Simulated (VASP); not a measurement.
All values below come from PBEsol GGA, VASP's PBE PAW potentials (set 64) (plane waves; VASP 6.6.1).

VASP ran on this input.

KPOINTS:
```
Automatic
0
G
  8 8 8
0 0 0
```

File POSCAR:
```
GaAs
5.7187320
  0.0000000000   0.5000000336   0.5000000336
  0.5000000336   0.0000000000   0.5000000336
  0.5000000336   0.5000000336   0.0000000000
Ga As
1 1
Cart
  0.0000000000   0.0000000000   0.0000000000
  0.2500000168   0.2500000168   0.2500000168
```

**INCAR**
```
EDIFF=1E-7
NELM=100   ! most electronic steps
GGA=PS   ! PBEsol
ISIF=2   ! forces and stress, cell fixed
LMAXMIX=4
LCHARG=.FALSE.
SYSTEM=GaAs
ALGO=Normal
LASPH=.TRUE.   ! aspherical one-centre terms
ENCUT=520   ! plane-wave cut-off (eV)
PREC=Accurate
LWAVE=.FALSE.
ISMEAR=0
SIGMA=0.05
LREAL=.FALSE.   ! projection in real space or not
```

POTCAR, in this order: Ga_d As (PBE.64 set). Program: vasp_std.

**Question.** What will the output report for the number of irreducible k-points (NKPTS), largest plane-wave count, number of space-group operations, FFT grid (NGX, NGY, NGZ)?

**Answer.** 
| Quantity | Result |
|---|---|
| number of irreducible k-points (NKPTS) | 29 |
| largest plane-wave count | 1283 |
| number of space-group operations | 24 |
| FFT grid (NGX, NGY, NGZ) | 30 × 30 × 30 |

The compound is GaAs in the zinc blende structure. This cell is one point of a volume scan, at 1.03 of the reference volume.
